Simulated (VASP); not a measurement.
Calculation: LDA (Ceperley-Alder, Perdew-Zunger), VASP's LDA PAW potentials (set 64) (plane waves; VASP).

VASP ran on this input.

**INCAR**
```
! general
SYSTEM  = GaN
PREC    = Accurate
ENCUT   = 520   ! plane-wave cut-off (eV)
LREAL   = F   ! projection in real space or not
LASPH   = T   ! aspherical one-centre terms

! electronic loop
EDIFF   = 1E-7   ! SCF stop (eV)
NELM    = 100   ! most electronic steps
ALGO    = Normal   ! blocked Davidson
LMAXMIX = 4   ! l cut-off of mixed one-centre charges

! smearing
ISMEAR  = -5   ! tetrahedra, Bloechl

! ions
ISIF    = 2   ! forces and stress, cell fixed

! output
LWAVE   = F
LCHARG  = T
LORBIT  = 11   ! lm-projected
NEDOS   = 601   ! DOS grid
```

File KPOINTS:
```
Automatic mesh
0
Gamma
11 11 11
0 0 0
```

**POSCAR**
```
GaN
1
    0.0000000000     2.2320113091     2.2320113091
    2.2320113091     0.0000000000     2.2320113091
    2.2320113091     2.2320113091     0.0000000000
Ga N
1 1
Direct
  0.0000000000   0.0000000000   0.0000000000
  0.2500000000   0.2500000000   0.2500000000
```

POTCAR, in this order: Ga_d N (LDA.64 set). Program: vasp_std.

The resulting files:

### OSZICAR
```
       N       E                     dE             d eps       ncg     rms          rms(c)
DAV:   1     0.855022014661E+02    0.85502E+02   -0.98483E+03  1592   0.248E+03
DAV:   2    -0.924206788198E+01   -0.94744E+02   -0.90161E+02  1666   0.358E+02
DAV:   3    -0.159127594138E+02   -0.66707E+01   -0.66325E+01  1646   0.856E+01
DAV:   4    -0.160102371154E+02   -0.97478E-01   -0.97387E-01  1737   0.107E+01
DAV:   5    -0.160116288248E+02   -0.13917E-02   -0.13917E-02  1647   0.121E+00    0.760E+00
DAV:   6    -0.139974885776E+02    0.20141E+01   -0.59894E+00  2144   0.506E+01    0.268E+00
DAV:   7    -0.139725157716E+02    0.24973E-01   -0.30130E-01  1486   0.736E+00    0.170E+00
DAV:   8    -0.139482560943E+02    0.24260E-01   -0.80745E-02  1589   0.382E+00    0.698E-01
DAV:   9    -0.139443554871E+02    0.39006E-02   -0.18914E-02  2084   0.333E+00    0.184E-01
DAV:  10    -0.139443731356E+02   -0.17649E-04   -0.21576E-03  1900   0.794E-01    0.642E-02
DAV:  11    -0.139443112893E+02    0.61846E-04   -0.28977E-04  2169   0.346E-01    0.783E-03
DAV:  12    -0.139443129782E+02   -0.16889E-05   -0.22809E-05  1501   0.678E-02    0.385E-03
DAV:  13    -0.139443130277E+02   -0.49544E-07   -0.93112E-07  1671   0.102E-02
   1 F= -.13944313E+02 E0= -.13944313E+02  d E =0.000000E+00
```

**OUTCAR**
```
------------------------ aborting loop because EDIFF is reached ----------------------------------------
  FORCE on cell =-STRESS in cart. coord.  units (eV):
  Direction    XX          YY          ZZ          XY          YZ          ZX
  --------------------------------------------------------------------------------------
  Total       -0.0111016     -0.0111016     -0.0111016      0.0000000     -0.0000000      0.0000000
  in kB       -0.7997933     -0.7997933     -0.7997933      0.0000000     -0.0000000      0.0000000
  external PRESSURE =      -0.7997933 kB  Pullay stress =       0.0000000 kB
  volume of cell :       22.24
      direct lattice vectors                 reciprocal lattice vectors
     0.000000000  2.232011309  2.232011309    -0.224013202  0.224013202  0.224013202
     2.232011309  0.000000000  2.232011309     0.224013202 -0.224013202  0.224013202
     2.232011309  2.232011309  0.000000000     0.224013202  0.224013202 -0.224013202
  FREE ENERGIE OF THE ION-ELECTRON SYSTEM (eV)
  ---------------------------------------------------
  free  energy   TOTEN  =       -13.9443130277 eV

  energy  without entropy=      -13.9443130277  energy(sigma->0) =      -13.94431303

 total charge

# of ion       s       p       d       tot
------------------------------------------
    1        0.804   0.945  10.194  11.943
    2        1.209   2.507   0.000   3.716
--------------------------------------------------
tot          2.013   3.452  10.194  15.659
```
(Selected blocks of OUTCAR.)

The compound is GaN in the zinc blende structure, a metastable form; wurtzite is the usual one. It was relaxed first.
